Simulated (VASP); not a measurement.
Write the native input for VASP 6.6.1 that does the following.

```yaml
Task: relaxation of cell and atoms
Functional: PBE
Potentials_or_basis: VASP PAW PBE potentials, release 64 (Ca_sv, Zr_sv, N)
Cutoff: 520 eV
k_mesh: 10 × 10 × 10
Occupations: gaussian, width 0.1 eV
Spin: no spin polarisation
Further_INCAR_settings: ALGO = Normal; EDIFF = 1e-07; IBRION = 2; POTIM = 0.3; EDIFFG = -0.005; NSW = 60; ISIF = 3
```

The structure of Ca2ZrN2 lies in POSCAR:

```
Ca2ZrN2                                 
1.0
   -1.6467682405      2.5624361477      5.1556594050
    1.6467682405     -2.5624361477      5.1556594050
    1.6467682405      2.5624361477     -5.1556594050
  Ca              Zr              N             
     2     1     2
Direct
     0.8221487908337625    0.3221487908337625    0.5000000000000000
     0.1778512091662376    0.6778512091662375    0.5000000000000000
     0.5000000000000000    0.0000000000000000    0.5000000000000000
     0.3548308568720521    0.3548308568720521    0.0000000000000000
     0.6451691431279480    0.6451691431279480    0.0000000000000000
```

The cell was built by a generator and needn't be a form met in nature.

These files were run (other wordings do the same):

INCAR

```
SYSTEM = Ca2ZrN2
PREC = Accurate ; ENCUT = 520
EDIFF = 1E-7 ; ISMEAR = 0
SIGMA = 0.1 ; LREAL = .False.
LASPH = .True. ; NELM = 120
ALGO = Normal ; ISIF = 3
LWAVE = .False. ; LCHARG = .False.
GGA = PE ; IBRION = 2
NSW = 60 ; EDIFFG = -0.005
POTIM = 0.3 ; KPAR = 8
```

KPOINTS

```
Automatic mesh
0
Gamma
  10 10 10
  0 0 0
```

Potentials or basis: VASP PAW PBE potentials, release 64 (Ca_sv, Zr_sv, N).

The run is started by

```sh
$ cat potpaw_PBE.64/Ca_sv/POTCAR potpaw_PBE.64/Zr_sv/POTCAR potpaw_PBE.64/N/POTCAR > POTCAR
$ mpirun -np 8 vasp_std > vasp.out
```

Results of the run:

The energy gained by relaxing is 0.0 meV/atom and the ionic steps are 2. The pressure after relaxing is 0.0 GPa, the largest force after relaxing is 0.004 eV/Å and the band gap on the k mesh is none (metal or under the smearing width).

Run time: 80 s on 8 MPI ranks on Intel(R) Xeon(R) 6975P-C (Granite Rapids) (shared host), peak memory 0.62 GiB a rank.
